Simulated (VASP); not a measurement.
All values below come from revPBE GGA, VASP's PBE PAW potentials (set 64) (plane waves; VASP 6.6.1).

Input for VASP

### KPOINTS
```
kpoints
0
gamma
 15 15 15
```

### INCAR
```
SYSTEM = Au
PREC = Accurate; ENCUT = 520; LREAL = .False.
LASPH = .True.
EDIFF = 1E-7; NELM = 100; ALGO = Normal
LMAXMIX = 6
ISMEAR = 1; SIGMA = 0.1
GGA = RE
ISIF = 2
LWAVE = .False.; LCHARG = .False.
```

POSCAR:
```
Au
1
    0.0000000000     2.1127666071     2.1127666071
    2.1127666071     0.0000000000     2.1127666071
    2.1127666071     2.1127666071     0.0000000000
Au
1
Direct
  0.0000000000   0.0000000000   0.0000000000
```

POTCAR, in this order: Au (PBE.64 set). Program: vasp_std.

What VASP printed:

OUTCAR:
```
 ion  position               nearest neighbor table
   1  0.000  0.000  0.000-
  LATTYP: Found a face centered cubic cell.
 ALAT       =     4.2255332142
 Subroutine PRICEL returns:
 Original cell was already a primitive cell.
 Subroutine GETGRP returns: Found 48 space group operations
The static configuration has the point symmetry O_h .
The dynamic configuration has the point symmetry O_h .
 Subroutine INISYM returns: Found 48 space group operations
 Subroutine IBZKPT returns following result:
 Found    120 irreducible k-points:

 Following reciprocal coordinates:
            Coordinates               Weight
  0.000000  0.000000  0.000000      1.000000
  0.066667  0.000000  0.000000      8.000000
  0.133333  0.000000  0.000000      8.000000
  0.200000  0.000000  0.000000      8.000000
  0.266667  0.000000  0.000000      8.000000
  0.333333  0.000000  0.000000      8.000000
  0.400000  0.000000  0.000000      8.000000
  0.466667  0.000000  0.000000      8.000000
  0.066667  0.066667  0.000000      6.000000
  0.133333  0.066667  0.000000     24.000000
  0.200000  0.066667  0.000000     24.000000
  0.266667  0.066667  0.000000     24.000000
  0.333333  0.066667  0.000000     24.000000
  0.400000  0.066667  0.000000     24.000000
  0.466667  0.066667  0.000000     24.000000
 -0.466667  0.066667  0.000000     24.000000
 -0.400000  0.066667  0.000000     24.000000
 -0.333333  0.066667  0.000000     24.000000
 -0.266667  0.066667  0.000000     24.000000
 -0.200000  0.066667  0.000000     24.000000
 -0.133333  0.066667  0.000000     24.000000
 -0.066667  0.066667  0.000000     12.000000
  0.133333  0.133333  0.000000      6.000000
  0.200000  0.133333  0.000000     24.000000
  0.266667  0.133333  0.000000     24.000000
...
```

File OSZICAR:
```
       N       E                     dE             d eps       ncg     rms          rms(c)
DAV:   1     0.422619486764E+02    0.42262E+02   -0.56659E+03  2344   0.107E+03
DAV:   2    -0.251215532817E+01   -0.44774E+02   -0.42056E+02  2245   0.194E+02
DAV:   3    -0.294926270754E+01   -0.43711E+00   -0.43608E+00  2592   0.196E+01
DAV:   4    -0.295038731918E+01   -0.11246E-02   -0.11246E-02  2445   0.106E+00
DAV:   5    -0.295039568638E+01   -0.83672E-05   -0.83674E-05  2446   0.895E-02    0.679E+00
DAV:   6    -0.274156984237E+01    0.20883E+00   -0.74696E-01  2220   0.834E+00    0.464E+00
DAV:   7    -0.273041880890E+01    0.11151E-01   -0.50168E-02  2303   0.217E+00    0.245E+00
DAV:   8    -0.272935492308E+01    0.10639E-02   -0.10726E-03  2250   0.340E-01    0.178E-01
DAV:   9    -0.272934851309E+01    0.64100E-05   -0.58241E-06  2530   0.250E-02    0.173E-02
DAV:  10    -0.272935888022E+01   -0.10367E-04   -0.73346E-06  2356   0.362E-02    0.467E-03
DAV:  11    -0.272935870959E+01    0.17064E-06   -0.91788E-08  2226   0.289E-03    0.409E-04
DAV:  12    -0.272935864571E+01    0.63874E-07   -0.62612E-09  1118   0.942E-04
   1 F= -.27293586E+01 E0= -.27292571E+01  d E =-.304733E-03
```

OUTCAR:
```
------------------------ aborting loop because EDIFF is reached ----------------------------------------
  FORCE on cell =-STRESS in cart. coord.  units (eV):
  Direction    XX          YY          ZZ          XY          YZ          ZX
  --------------------------------------------------------------------------------------
  Total       -0.4181876     -0.4181876     -0.4181876     -0.0000000      0.0000000      0.0000000
  in kB      -35.5219761    -35.5219761    -35.5219761     -0.0000000      0.0000000      0.0000000
  external PRESSURE =     -35.5219761 kB  Pullay stress =       0.0000000 kB
  volume of cell :       18.86
      direct lattice vectors                 reciprocal lattice vectors
     0.000000000  2.112766607  2.112766607    -0.236656523  0.236656523  0.236656523
     2.112766607  0.000000000  2.112766607     0.236656523 -0.236656523  0.236656523
     2.112766607  2.112766607  0.000000000     0.236656523  0.236656523 -0.236656523
 POSITION                                       TOTAL-FORCE (eV/Angst)
 -----------------------------------------------------------------------------------
      0.00000      0.00000      0.00000         0.000000      0.000000      0.000000
 -----------------------------------------------------------------------------------
    total drift:                               -0.000000      0.000000     -0.000000
  FREE ENERGIE OF THE ION-ELECTRON SYSTEM (eV)
  ---------------------------------------------------
  free  energy   TOTEN  =        -2.7293586457 eV

  energy  without entropy=       -2.7290539132  energy(sigma->0) =       -2.72925707
```
(Selected blocks of OUTCAR.)

OUTCAR:
```
 val. band max:        8.0788221237   @ k =   0.4667   0.2667   0.0000

 cond. band min:       8.0890393132   @ k =  -0.3333   0.2000   0.0000


 Fermi energy:         8.0833674482

 k-point     1 :       0.0000    0.0000    0.0000
  band No.  band energies     occupation
      1      -0.8507      2.00000
      2       3.7614      2.00000
      3       3.7614      2.00000
      4       3.7614      2.00000
      5       5.0197      2.00000
      6       5.0197      2.00000
      7      22.5563      0.00000
      8      25.9932      0.00000
      9      25.9932      0.00000

 k-point     2 :       0.0667    0.0000    0.0000
  band No.  band energies     occupation
      1      -0.7092      2.00000
      2       3.7212      2.00000
      3       3.8066      2.00000
      4       3.8066      2.00000
      5       5.0009      2.00000
      6       5.0009      2.00000
      7      22.6905      0.00000
      8      25.0044      0.00000
      9      26.1301      0.00000

 k-point     3 :       0.1333    0.0000    0.0000
  band No.  band energies     occupation
      1      -0.3007      2.00000
      2       3.6292      2.00000
      3       3.9156      2.00000
      4       3.9156      2.00000
      5       4.9735      2.00000
      6       4.9735      2.00000
      7      22.5265      0.00000
      8      23.5108      0.00000
      9      26.4849      0.00000

 k-point     4 :       0.2000    0.0000    0.0000
  band No.  band energies     occupation
      1       0.3110      2.00000
      2       3.5804      2.00000
      3       4.0025      2.00000
      4       4.0025      2.00000
      5       5.0254      2.00000
      6       5.0254      2.00000
      7      20.3704      0.00000
      8      23.5496      0.00000
      9      26.8245      0.00000

 k-point     5 :       0.2667    0.0000    0.0000
  band No.  band energies     occupation
      1       0.9568      2.00000
      2       3.7771      2.00000
      3       3.9842      2.00000
...
```

Unless said otherwise, spin-orbit coupling is left out, though it shifts the bands of the heavy elements here.

The compound is Au in the fcc structure. This cell is one point of a volume scan, at 1.03 of the reference volume.
